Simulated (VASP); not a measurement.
Input:

```yaml
crystal:
  lattice:
    - [0.00000, 2.95319, 2.95319]
    - [2.95319, 0.00000, 2.95319]
    - [2.95319, 2.95319, 0.00000]
  atoms:
    - { symbol: Mg, position: [0.00000, 0.00000, 0.00000] }
    - { symbol: Te, position: [0.50000, 0.50000, 0.50000] }
```

Computed with PBEsol GGA, VASP's PBE PAW potentials (set 64) (plane waves; VASP). Settings: 400 eV cut-off, 18×18×18 Γ-centred mesh, Gaussian smearing of 0.010 eV, potentials Mg Te.

Problem. Predict the energy per atom (σ→0).

Solution. 
```yaml
energy per atom (σ→0): -3.451 eV/atom
```

The structure comes from a computed database's MgTe entry (Fm-3m); how it stands against other phases isn't given here. It was relaxed first.
